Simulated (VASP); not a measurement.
Given:

```yaml
crystal:
  lattice:
    - [-2.19272, 2.19272, 3.34248]
    - [2.19272, -2.19272, 3.34248]
    - [2.19272, 2.19272, -3.34248]
  atoms:
    - { symbol: B, position: [0.75000, 0.25000, 0.50000] }
    - { symbol: P, position: [0.00000, 0.00000, 0.00000] }
    - { symbol: O, position: [0.38591, 0.26285, 0.39502] }
    - { symbol: O, position: [0.86782, 0.99089, 0.60498] }
    - { symbol: O, position: [0.00911, 0.61409, 0.87693] }
    - { symbol: O, position: [0.73715, 0.13218, 0.12307] }
```

Method: PBEsol GGA, VASP's PBE PAW potentials (set 64) (plane waves; VASP). Settings: 520 eV cut-off, 8×8×8 Γ-centred mesh, tetrahedra with Blöchl corrections, potentials B P O.

The cores are frozen, which limits the accuracy of field gradients.

### Question
Give the principal components of the electric field gradient (V/Å²) and the asymmetry η at each nucleus.

### Answer

```
atom    Vxx    Vyy    Vzz     η
----  -----  -----  -----  ----
B1      0.3    0.3   -0.7  0.00
P2      2.0    2.0   -4.0  0.00
O3    -79.2  -40.6  119.7  0.32
O4    -79.2  -40.6  119.7  0.32
O5    -79.2  -40.6  119.7  0.32
O6    -79.2  -40.6  119.7  0.32
```

The compound is BPO4 in the sg82 structure. It was relaxed first.
